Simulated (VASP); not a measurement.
**PbF2 (Fluorocronite): a GW gap and what it depends on**

How far does the GW correction to the gap of PbF2 (Fluorocronite) depend on the settings? The starting structure is a measured crystal structure from the Crystallography Open Database. Cell and atoms stay as given.

Method: GW on LDA orbitals, with plane waves and PAW data sets made for GW, in VASP 6.6.1.

The database entry behind the starting cell differs from later determinations by our own check (about 0.2 % short, mineral), so it need not match the best structure at ambient conditions.

## Step 1: Set-up

Symmetry: Fm-3m, No. 225, cubic system. Conventional cell: a = 5.931 Å, b = 5.931 Å, c = 5.931 Å, α = 90.00°, β = 90.00°, γ = 90.00°. Pb has 8 F at 2.57 Å nearest. Nearest to F lie 4 Pb at 2.57 Å. Farther neighbours and most contacts between anions are not listed.

Structure file:

```xyz
3
Lattice="0.0000 2.9653 2.9653 2.9653 0.0000 2.9653 2.9653 2.9653 0.0000" Properties=species:S:1:pos:R:3 pbc="T T T"
Pb    0.0000    0.0000    0.0000
F     4.4480    4.4480    4.4480
F     1.4827    1.4827    1.4827
```

## Step 2: G0W0 (response cutoff 100 eV, 4×4×4 mesh)

It reads the orbitals and their derivatives (WAVECAR and WAVEDER) of a run with the empty bands, which follows a ground-state run; neither is shown.

INCAR reads:

```
SYSTEM = PbF2
PREC = Accurate
ENCUT = 520
ISMEAR = 0
SIGMA = 0.01
LREAL = .FALSE.
GGA = CA
NBANDS = 120
ALGO = EVGW0
NELMGW = 1
ENCUTGW = 100
NOMEGA = 40
PRECFOCK = Fast
NBANDSGW = 24
LWAVE = .FALSE.
LCHARG = .FALSE.
```

POSCAR reads:

```
PbF2
1.0
    0.0000000000      2.9653000000      2.9653000000
    2.9653000000      0.0000000000      2.9653000000
    2.9653000000      2.9653000000      0.0000000000
Pb F
1 2
Direct
    0.0000000000      0.0000000000      0.0000000000
    0.7500000000      0.7500000000      0.7500000000
    0.2500000000      0.2500000000      0.2500000000
```

KPOINTS reads:

```
Automatic mesh
0
Gamma
4 4 4
0 0 0
```

The projector-augmented-wave data sets are Pb_d_GW and F_GW (LDA family, release 64).

The run is started by

```console
mpirun -np 4 vasp_std
```

Output:

```text
[banner, memory and clock lines left out]
running    4 mpi-ranks, on    1 nodes
 distrk:  each k-point on    4 cores,    1 groups
 distr:  one band on    1 cores,    4 groups

 POSCAR found type information on POSCAR PbF
 POSCAR found :  2 types and       3 ions
|                                                                             |
|           W    W    AA    RRRRR   N    N  II  N    N   GGGG   !!!           |
|           W    W   A  A   R    R  NN   N  II  NN   N  G    G  !!!           |
|           W    W  A    A  R    R  N N  N  II  N N  N  G       !!!           |
|           W WW W  AAAAAA  RRRRR   N  N N  II  N  N N  G  GGG   !            |
|           WW  WW  A    A  R   R   N   NN  II  N   NN  G    G                |
|           W    W  A    A  R    R  N    N  II  N    N   GGGG   !!!           |
|                                                                             |
|     The default for ENCUTGWSOFT is different in this version of VASP.       |
|     please manually set ENCUTGWSOFT =100 in the INCAR file.                 |
|                                                                             |

 LDA part: xc-table for (Slater(with rela. corr.)+CA(PZ))
 , standard interpolation
 found WAVECAR, reading the header
 POSCAR, INCAR and KPOINTS ok, starting setup
 FFT: planning ... GRIDC
 FFT: planning ... GRID_SOFT
 FFT: planning ... GRID
 reading WAVECAR
 the WAVECAR file was read successfully
 initial charge from wavefunction
 available memory per node:    185.26 GB, setting MAXMEM to    189708

 The Fermi energy was updated, please check that it is located mid-gap
 values below the HOMO (VB) or above the LUMO (CB) will cause erroneous energies
 E-fermi :   1.8713

 calculate exact exchange contribution
 the WAVEDER file was read successfully
|                                                                             |
|           W    W    AA    RRRRR   N    N  II  N    N   GGGG   !!!           |
|           W    W   A  A   R    R  NN   N  II  NN   N  G    G  !!!           |
|           W    W  A    A  R    R  N N  N  II  N N  N  G       !!!           |
|           W WW W  AAAAAA  RRRRR   N  N N  II  N  N N  G  GGG   !            |
|           WW  WW  A    A  R   R   N   NN  II  N   NN  G    G                |
|           W    W  A    A  R    R  N    N  II  N    N   GGGG   !!!           |
|                                                                             |
|     Automatic setting of frequency mesh for GW failed. Frequency mesh       |
|     properly not suitable for determining QP energies. Consider             |
|     increasing number of kpoints.                                           |
|                                                                             |

energies w=
    0.000    0.000    2.324    0.000    4.635    0.000    6.923    0.000
    9.177    0.000   11.391    0.000   13.560    0.000   15.684    0.000
   17.762    0.000   19.799    0.000   21.799    0.000   23.769    0.000
   25.715    0.000   27.648    0.000   29.575    0.000   31.508    0.000
   33.457    0.000   35.434    0.000   37.454    0.000   39.531    0.000
   41.681    0.000   43.925    0.000   46.285    0.000   48.789    0.000
   51.467    0.000   54.359    0.000   57.514    0.000   60.993    0.000
   64.872    0.000   69.254    0.000   74.270    0.000   80.103    0.000
   87.003    0.000   95.328    0.000  105.606    0.000  118.649    0.000
  135.773    0.000  159.260    0.000  193.429    0.000  247.580    0.000
 responsefunction array rank=     128
 LDA part: xc-table for (Slater(with rela. corr.)+CA(PZ))
 , standard interpolation

 min. memory requirement per mpi rank    170.6 MB, per node    682.4 MB

 allocating  10 responsefunctions rank=   128
 shmem allocating  40 responsefunctions rank=   128
 response function shared by NCSHMEM nodes    1
 Doing           10  frequencies on each core in blocks of           40
NQ=   1    0.0000    0.0000    0.0000,
|.........|.........|.........|.........|.........|.........|.........|.........
 performed        247000 updates of chi_q(r,r)
 total number of BLAS operations         25.30 Gflops
NQ=   2    0.2500    0.0000    0.0000,
|.........|.........|.........|.........|.........|.........|.........|.........
 performed        702000 updates of chi_q(r,r)
 total number of BLAS operations         80.38 Gflops
NQ=   3    0.5000    0.0000    0.0000,
|.........|.........|.........|.........|.........|.........|.........|.........
 performed       1053000 updates of chi_q(r,r)
 total number of BLAS operations        120.85 Gflops
NQ=   4    0.2500    0.2500    0.0000,
|.........|.........|.........|.........|.........|.........|.........|.........
 performed       1467000 updates of chi_q(r,r)
 total number of BLAS operations        172.69 Gflops
NQ=   5    0.5000    0.2500    0.0000,
|.........|.........|.........|.........|.........|.........|.........|.........
 performed       2014000 updates of chi_q(r,r)
 total number of BLAS operations        234.68 Gflops
NQ=   6   -0.2500    0.2500    0.0000,
|.........|.........|.........|.........|.........|.........|.........|.........
 performed       2503000 updates of chi_q(r,r)
 total number of BLAS operations        288.30 Gflops
NQ=   7    0.5000    0.5000    0.0000,
|.........|.........|.........|.........|.........|.........|.........|.........
 performed       2831000 updates of chi_q(r,r)
 total number of BLAS operations        323.64 Gflops
NQ=   8   -0.2500    0.5000    0.2500,
|.........|.........|.........|.........|.........|.........|.........|.........
 performed       3251000 updates of chi_q(r,r)
 total number of BLAS operations        368.91 Gflops
 resolving degeneracies of screened two electron integrals

 calculate QP shifts <psi_nk| G(iteration)W_0 |psi_nk>: iteration 1
 entering main loop
```

It took 85 s on 4 MPI ranks of AMD EPYC 7R43, shared host; peak memory 0.76 GiB.

The logs omit lines about the potential files and the build; timing stands in the text.

From OUTCAR (step 2):

```text
ion  position               nearest neighbor table
   1  0.000  0.000  0.000-
   2  0.750  0.750  0.750-
   3  0.250  0.250  0.250-

  LATTYP: Found a face centered cubic cell.
 ALAT       =     5.9306000000

 Subroutine GETGRP returns: Found 48 space group operations
 (whereof 48 operations were pure point group operations)

The static configuration has the point symmetry O_h .

 Found      8 irreducible k-points:

   k-points           NKPTS =      8   k-points in BZ     NKDIM =     64   number of bands    NBANDS=    120

   dimension x,y,z NGX =    32 NGY =   32 NGZ =   32
   dimension x,y,z NGXF=    64 NGYF=   64 NGZF=   64

   ENCUT  =  520.0 eV  38.22 Ry    6.18 a.u.   7.80  7.80  7.80*2*pi/ulx,y,z

   NELECT =      30.0000    total number of electrons

  energy-cutoff  :      520.00
  volume of cell :       52.15
      direct lattice vectors                 reciprocal lattice vectors
     0.000000000  2.965300000  2.965300000    -0.168617003  0.168617003  0.168617003
     2.965300000  0.000000000  2.965300000     0.168617003 -0.168617003  0.168617003
     2.965300000  2.965300000  0.000000000     0.168617003  0.168617003 -0.168617003

 k-points in reciprocal lattice and weights: Automatic mesh
   0.00000000  0.00000000  0.00000000       0.016
   0.25000000  0.00000000  0.00000000       0.125
   0.50000000  0.00000000  0.00000000       0.062
   0.25000000  0.25000000  0.00000000       0.094
   0.50000000  0.25000000  0.00000000       0.375
  -0.25000000  0.25000000  0.00000000       0.188
   0.50000000  0.50000000  0.00000000       0.047
  -0.25000000  0.50000000  0.25000000       0.094

 E-fermi :   1.8713

 QP shifts <psi_nk| G(iteration)W_0 |psi_nk>: iteration 1
 for sc-GW calculations column KS-energies equals QP-energies in previous step
 and V_xc(KS)=  KS-energies - (<T + V_ion + V_H > + <T+V_H+V_ion>^1  + <V_x>^1)
 k-point   1 :       0.0000    0.0000    0.0000
  band No.  KS-energies  QP-energies   sigma(KS)   V_xc(KS)     V^pw_x(r,r')   Z            occupation Imag(sigma)
    ...
     12      -2.7333      -4.8561     -23.4157     -20.7669     -28.5078       0.8014       2.0000       1.2046
     13      -2.2361      -4.0736     -23.9593     -21.6521     -29.1083       0.7964       2.0000       1.1833
     14      -2.2361      -4.0736     -23.9593     -21.6521     -29.1083       0.7964       2.0000       1.1833
     15      -2.2361      -4.0736     -23.9593     -21.6521     -29.1083       0.7964       2.0000       1.1833
     16       6.3336       7.6693      -8.7430     -10.2639      -5.7184       0.8782       0.0000      -0.5640
     17       6.3336       7.6693      -8.7430     -10.2639      -5.7184       0.8782       0.0000      -0.5640
     18       6.3336       7.6693      -8.7430     -10.2639      -5.7184       0.8782       0.0000      -0.5640
     19      10.0203      11.0491      -6.3381      -7.4804      -2.9830       0.9006       0.0000      -0.6535
    ...

 k-point   2 :       0.2500    0.0000    0.0000
  band No.  KS-energies  QP-energies   sigma(KS)   V_xc(KS)     V^pw_x(r,r')   Z            occupation Imag(sigma)
    ...
     12      -2.8481      -4.8888     -23.0323     -20.4938     -28.0602       0.8039       2.0000       1.2157
     13      -2.3187      -4.2418     -23.8473     -21.4354     -28.9764       0.7973       2.0000       1.1807
     14      -2.3187      -4.2418     -23.8473     -21.4354     -28.9764       0.7973       2.0000       1.1807
     15      -1.0893      -2.8230     -23.1177     -20.9701     -27.1604       0.8073       2.0000       0.9151
     16       5.0543       6.2847      -9.8641     -11.2719      -7.2521       0.8740       0.0000      -0.4851
     17       6.7889       8.2134      -9.6518     -11.2802      -6.7016       0.8748       0.0000      -0.5795
     18       6.7889       8.2134      -9.6518     -11.2802      -6.7016       0.8748       0.0000      -0.5795
     19      12.2642      13.6623      -7.2138      -8.7675      -3.7920       0.8999       0.0000      -0.7754
    ...

 k-point   3 :       0.5000    0.0000    0.0000
  band No.  KS-energies  QP-energies   sigma(KS)   V_xc(KS)     V^pw_x(r,r')   Z            occupation Imag(sigma)
    ...
     12      -2.9570      -4.9110     -22.6846     -20.2590     -27.6564       0.8056       2.0000       1.2280
     13      -2.4016      -4.4145     -23.7384     -21.2167     -28.8488       0.7982       2.0000       1.1783
     14      -2.4016      -4.4145     -23.7384     -21.2167     -28.8488       0.7982       2.0000       1.1783
     15      -0.2656      -1.9241     -22.7522     -20.7135     -26.1881       0.8135       2.0000       0.7752
     16       4.5832       5.9040     -11.7511     -13.2815      -9.5856       0.8630       0.0000      -0.4383
     17       7.2591       8.7983     -10.6806     -12.4449      -7.8051       0.8725       0.0000      -0.6009
     18       7.2591       8.7983     -10.6806     -12.4449      -7.8051       0.8725       0.0000      -0.6009
     19      12.5770      13.9909      -6.1573      -7.7315      -2.7403       0.8982       0.0000      -0.7212
    ...

 k-point   4 :       0.2500    0.2500    0.0000
  band No.  KS-energies  QP-energies   sigma(KS)   V_xc(KS)     V^pw_x(r,r')   Z            occupation Imag(sigma)
    ...
     12      -2.2914      -4.2316     -23.9968     -21.5605     -29.1558       0.7964       2.0000       1.1778
     13      -1.9746      -3.8167     -24.4056     -22.0856     -29.5919       0.7940       2.0000       1.1542
     14      -1.9746      -3.8167     -24.4056     -22.0856     -29.5919       0.7940       2.0000       1.1542
     15      -1.2200      -3.0172     -21.8194     -19.6160     -25.3545       0.8156       2.0000       0.8501
     16       4.5981       5.7073      -8.5284      -9.7871      -5.6800       0.8812       0.0000      -0.4858
     17       6.9678       8.4907     -10.6280     -12.3770      -7.8125       0.8707       0.0000      -0.5864
     18       6.9678       8.4907     -10.6280     -12.3770      -7.8125       0.8707       0.0000      -0.5864
     19      10.6154      12.0100      -7.6854      -9.2587      -4.4102       0.8865       0.0000      -0.7226
    ...

[... 4 further parts left out ...]
```

G0W0 (response cutoff 100 eV, 4×4×4 mesh): the quasiparticle gap on this mesh is 7.073 eV, +2.848 eV from the LDA gap on the same points, with 120 bands.

## Step 3: G0W0 (response cutoff 160 eV, 4×4×4 mesh)

It reads the orbitals and their derivatives (WAVECAR and WAVEDER) of a run with the empty bands, which follows a ground-state run; neither is shown.

Edit INCAR of step 2 so:

```diff
@@ -7,6 +7,6 @@
 GGA = CA
-NBANDS = 120
+NBANDS = 240
 ALGO = EVGW0
 NELMGW = 1
-ENCUTGW = 100
+ENCUTGW = 160
 NOMEGA = 40
```

POSCAR is that of step 2.

KPOINTS is that of step 2.

The run is started by

```console
mpirun -np 4 vasp_std
```

Output:

```text
[banner, memory and clock lines left out]
running    4 mpi-ranks, on    1 nodes
[...]
|                                                                             |
|           W    W    AA    RRRRR   N    N  II  N    N   GGGG   !!!           |
|           W    W   A  A   R    R  NN   N  II  NN   N  G    G  !!!           |
|           W    W  A    A  R    R  N N  N  II  N N  N  G       !!!           |
|           W WW W  AAAAAA  RRRRR   N  N N  II  N  N N  G  GGG   !            |
|           WW  WW  A    A  R   R   N   NN  II  N   NN  G    G                |
|           W    W  A    A  R    R  N    N  II  N    N   GGGG   !!!           |
|                                                                             |
|     The default for ENCUTGWSOFT is different in this version of VASP.       |
|     please manually set ENCUTGWSOFT =160 in the INCAR file.                 |
|                                                                             |

 LDA part: xc-table for (Slater(with rela. corr.)+CA(PZ))
[...]
total number of BLAS operations       1071.19 Gflops
NQ=   4    0.2500    0.2500    0.0000,
|.........|.........|.........|.........|.........|.........|.........|.........
 performed       3051000 updates of chi_q(r,r)
 total number of BLAS operations       1447.14 Gflops
NQ=   5    0.5000    0.2500    0.0000,
|.........|.........|.........|.........|.........|.........|.........|.........
 performed       4174000 updates of chi_q(r,r)
 total number of BLAS operations       1956.12 Gflops
NQ=   6   -0.2500    0.2500    0.0000,
|.........|.........|.........|.........|.........|.........|.........|.........
 performed       5182000 updates of chi_q(r,r)
 total number of BLAS operations       2412.90 Gflops
NQ=   7    0.5000    0.5000    0.0000,
|.........|.........|.........|.........|.........|.........|.........|.........
 performed       5867000 updates of chi_q(r,r)
 total number of BLAS operations       2702.98 Gflops
NQ=   8   -0.2500    0.5000    0.2500,
|.........|.........|.........|.........|.........|.........|.........|.........
 performed       6736000 updates of chi_q(r,r)
 total number of BLAS operations       3144.84 Gflops
 resolving degeneracies of screened two electron integrals

 calculate QP shifts <psi_nk| G(iteration)W_0 |psi_nk>: iteration 1
 entering main loop
[key lines of the parts left out:]
E-fermi :   1.8713
```

Wall time 2.9 min (4 MPI ranks); peak memory 1.1 GiB.

OUTCAR, selected parts (step 3):

```text
 QP shifts <psi_nk| G(iteration)W_0 |psi_nk>: iteration 1
 for sc-GW calculations column KS-energies equals QP-energies in previous step
 and V_xc(KS)=  KS-energies - (<T + V_ion + V_H > + <T+V_H+V_ion>^1  + <V_x>^1)
 k-point   1 :       0.0000    0.0000    0.0000
  band No.  KS-energies  QP-energies   sigma(KS)   V_xc(KS)     V^pw_x(r,r')   Z            occupation Imag(sigma)
    ...
     12      -2.7333      -4.9392     -23.5324     -20.7669     -28.5078       0.7976       2.0000       1.2007
     13      -2.2361      -4.1522     -24.0697     -21.6521     -29.1083       0.7926       2.0000       1.1804
     14      -2.2361      -4.1522     -24.0697     -21.6521     -29.1083       0.7926       2.0000       1.1804
     15      -2.2361      -4.1522     -24.0697     -21.6521     -29.1083       0.7926       2.0000       1.1804
     16       6.3336       7.4863      -8.9501     -10.2639      -5.7184       0.8774       0.0000      -0.5647
     17       6.3336       7.4863      -8.9501     -10.2639      -5.7184       0.8774       0.0000      -0.5647
     18       6.3336       7.4863      -8.9501     -10.2639      -5.7184       0.8774       0.0000      -0.5647
     19      10.0203      10.9609      -6.4360      -7.4804      -2.9830       0.9007       0.0000      -0.6512
    ...

[... 1 part as in an earlier step ...]

[... 2 further parts left out ...]
[key lines of the parts left out:]
E-fermi :   1.8713
```

G0W0 (response cutoff 160 eV, 4×4×4 mesh): the quasiparticle gap on this mesh is 7.095 eV, +2.870 eV from the LDA gap on the same points, with 240 bands.

(Continued in part 2 of 2.)

[Lines on the potential files, build, host, timing and source positions are cut from VASP's logs without a mark.]

[Logs are printed without paths, hosts, clocks, repeated set-up lines and the standing remarks that a program may print on its own settings, such as how far it seeks lower states.]

[Hosts, paths, dates, database ids (printed as entryN), source tags and the programs' standing remarks are cut or masked in the printed files.]
